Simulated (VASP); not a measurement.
Energy against volume of Ni₃Al (L1_2). Computed with optB88-vdW, VASP's PBE PAW potentials (set 64) (plane waves; VASP 6.6.1). Numerical set-up: 520 eV cut-off, 9×9×9 Γ-centred mesh, first-order Methfessel-Paxton smearing of 0.10 eV, potentials Al Ni.

```json
[
 {"V (Å³/atom)": "10.587", "E (eV/atom)": "-2.97322"},
 {"V (Å³/atom)": "10.924", "E (eV/atom)": "-2.99285"},
 {"V (Å³/atom)": "11.262", "E (eV/atom)": "-2.99876"},
 {"V (Å³/atom)": "11.600", "E (eV/atom)": "-2.99315"}
]
```

### Question
Fit these four points and predict the energy of the run at 11.938 Å³/atom.

### Answer
A cubic in V^(−2/3), the third-order Birch-Murnaghan form, passes through the four points with V0 = 11.26 Å³/atom and B0 = 182 GPa, and gives -2.9779 eV/atom there. The run gave -2.9779 eV/atom, +0.0 meV/atom from the fit; all five points give B0 = 182 GPa.

The compound is Ni3Al in the L1_2 structure. It was relaxed first.
